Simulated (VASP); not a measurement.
Output of a VASP run:

**OSZICAR**
```
       N       E                     dE             d eps       ncg     rms          rms(c)
DAV:   1     0.406094322736E+03    0.40609E+03   -0.20551E+04   872   0.258E+03
DAV:   2     0.364970373587E+02   -0.36960E+03   -0.36231E+03   968   0.571E+02
DAV:   3    -0.149932984410E+02   -0.51490E+02   -0.50699E+02   984   0.190E+02
DAV:   4    -0.169264704768E+02   -0.19332E+01   -0.19310E+01  1048   0.411E+01
DAV:   5    -0.169769463462E+02   -0.50476E-01   -0.50473E-01  1032   0.672E+00    0.111E+01
DAV:   6    -0.136014240075E+02    0.33755E+01   -0.22928E+01  1448   0.515E+01    0.467E+00
DAV:   7    -0.135882561153E+02    0.13168E-01   -0.21659E+00   992   0.955E+00    0.250E+00
DAV:   8    -0.135887532590E+02   -0.49714E-03   -0.57110E-01  1232   0.541E+00    0.103E+00
DAV:   9    -0.135664233487E+02    0.22330E-01   -0.16975E-01  1344   0.397E+00    0.249E-01
DAV:  10    -0.135686321930E+02   -0.22088E-02   -0.19530E-02  1312   0.127E+00    0.209E-01
DAV:  11    -0.135676487268E+02    0.98347E-03   -0.60397E-03  1320   0.731E-01    0.270E-02
DAV:  12    -0.135677207310E+02   -0.72004E-04   -0.64419E-04   928   0.159E-01    0.392E-02
DAV:  13    -0.135677136023E+02    0.71287E-05   -0.70227E-05  1336   0.934E-02    0.491E-03
DAV:  14    -0.135677135906E+02    0.11721E-07   -0.53493E-06  1000   0.192E-02
   1 F= -.13567714E+02 E0= -.13567714E+02  d E =-.135677E+02
```

OUTCAR:
```
------------------------ aborting loop because EDIFF is reached ----------------------------------------
  FORCE on cell =-STRESS in cart. coord.  units (eV):
  Direction    XX          YY          ZZ          XY          YZ          ZX
  --------------------------------------------------------------------------------------
  Total       -0.0135399     -0.0135399      0.0666357      0.0000000     -0.0000000      0.0000000
  in kB       -0.3164893     -0.3164893      1.5575784      0.0000000     -0.0000000      0.0000000
  external PRESSURE =       0.3082000 kB  Pullay stress =       0.0000000 kB
  volume of cell :       68.54
      direct lattice vectors                 reciprocal lattice vectors
     3.822914653  0.000000000  0.000000000     0.261580519  0.000000000  0.000000000
     0.000000000  3.822914653  0.000000000     0.000000000  0.261580519  0.000000000
     0.000000000  0.000000000  4.690058250     0.000000000  0.000000000  0.213216968
 POSITION                                       TOTAL-FORCE (eV/Angst)
 -----------------------------------------------------------------------------------
      1.91146      0.00000      3.53317         0.000000     -0.000000      0.015611
      0.00000      1.91146      1.15689        -0.000000     -0.000000     -0.015611
      1.91146      1.91146      0.00000         0.000000     -0.000000      0.000000
      0.00000      0.00000      0.00000         0.000000      0.000000      0.000000
 -----------------------------------------------------------------------------------
    total drift:                                0.000000      0.000000      0.000000
  FREE ENERGIE OF THE ION-ELECTRON SYSTEM (eV)
  ---------------------------------------------------
  free  energy   TOTEN  =       -13.5677135906 eV

  energy  without entropy=      -13.5677135895  energy(sigma->0) =      -13.56771359

 reached required accuracy - stopping structural energy minimisation
```
(Selected blocks of OUTCAR.)

**POSCAR**
```
SnO
1
    3.8229146527     0.0000000000     0.0000000000
    0.0000000000     3.8229146527    -0.0000000000
    0.0000000000     0.0000000000     4.6900582502
Sn O
2 2
Direct
  0.5000000000   0.0000000000   0.7533318392
  0.0000000000   0.5000000000   0.2466681608
  0.5000000000   0.5000000000   0.0000000000
  0.0000000000   0.0000000000   1.0000000000
```

Q: Write an INCAR and KPOINTS that could have produced this output.

A: Several could match; the one computed here: the input of the run itself, vdW-DF-cx, plane waves, VASP's PBE PAW potentials (set 64).

KPOINTS:
```
Automatic mesh
0
Gamma
5 5 4
0 0 0
```

INCAR:
```
AGGAC=0.0
ALGO=Normal
EDIFF=1E-6
EDIFFG=-0.02
ENCUT=520
GGA=CX
IBRION=2
ISIF=3
ISMEAR=0
LASPH=.True.
LCHARG=.False.
LMAXMIX=4
LREAL=.False.
LUSE_VDW=.True.
LWAVE=.False.
NELM=100
NSW=60
PREC=Accurate
SIGMA=0.05
SYSTEM=SnO
```

POTCAR, in this order: Sn_d O (PBE.64 set). Program: vasp_std.

The compound is SnO in the litharge structure. It was relaxed first. The start is the result of an earlier pass.
